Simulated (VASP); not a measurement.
OSiClBrH2, 6 atoms in the cell. The cell holds a molecule in a box, 6 atoms: a = 12.000 Å, b = 13.000 Å, c = 12.000 Å, α = 90.00°, β = 90.00°, γ = 90.00°. 

```yaml
Program: VASP 6.6.1
Task: atomic charges
Functional: PBE
Dispersion: TS
Potentials_or_basis: VASP PAW PBE potentials, release 64 (O, Si, Cl, Br, H)
Cutoff: 520 eV
k_mesh: 1 × 1 × 1
Occupations: gaussian, width 0.01 eV
Spin: no spin polarisation
Further_INCAR_settings: ALGO = Fast; EDIFF = 1e-06
```

Potentials or basis: VASP PAW PBE potentials, release 64 (O, Si, Cl, Br, H).

Command:

```console
$ cat potpaw_PBE.64/O/POTCAR potpaw_PBE.64/Si/POTCAR potpaw_PBE.64/Cl/POTCAR potpaw_PBE.64/Br/POTCAR potpaw_PBE.64/H/POTCAR > POTCAR
$ mpirun -np 1 vasp_gam > vasp.out
```

Hardware: 1 thread of Intel(R) Xeon(R) Platinum 8488C (Sapphire Rapids), with other jobs on the host.

Problem. How long does it take, and how much memory?

Solution. Wall time 2.9 min on 1 thread of Intel(R) Xeon(R) Platinum 8488C (Sapphire Rapids), with other jobs on the host, peak memory 1.4 GiB. Counts: scf iterations 25, k points 1.
